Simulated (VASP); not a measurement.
KBr:

```
K Br
1.0
     0.00000    3.30698    3.30698
     3.30698    0.00000    3.30698
     3.30698    3.30698    0.00000
K Br
1 1
Direct
  0.00000 0.00000 0.00000
  0.50000 0.50000 0.50000
```

The cell was built by a generator and needn't be a form met in nature.

- Program: VASP 6.6.1
- Task: relaxation of cell and atoms
- Functional: PBE
- Potentials or basis: VASP PAW PBE potentials, release 64 (K_sv, Br)
- Cutoff: 600 eV
- k mesh: 5 × 5 × 5
- Occupations: fermi-dirac, width 0.0127 eV
- Spin: non-collinear spin, zero start, spin-orbit coupling
- Starting moments: [[0.0, 0.0, 0.0], [0.0, 0.0, 0.0]] μB

At the start: pressure 0.7 GPa; volume 36.17 Å³/atom.

**Question.** How do energy, volume and symmetry change on relaxing?

**Answer.** Over 3 steps the energy falls by 3.2 meV/atom and the volume is 37.83 Å³/atom (+4.6 %); space group Fm-3m (No. 225, to 0.05 Å); moment 0.00 μB per cell.

The path:
| step | energy change (eV) | largest force (eV/Å) | pressure (GPa) | volume (Å³) |
| --- | --- | --- | --- | --- |
| 1 | 0.0000 | 0.0000 | 0.66 | 72.33 |
| 2 | -0.0048 | 0.0000 | 0.32 | 73.90 |
| 3 | -0.0065 | 0.0000 | -0.01 | 75.67 |

Final structure:
```
K Br
1.0
     0.00000    3.35710    3.35710
     3.35710    0.00000    3.35710
     3.35710    3.35710    0.00000
K Br
1 1
Direct
  0.00000 0.00000 0.00000
  0.50000 0.50000 0.50000
```
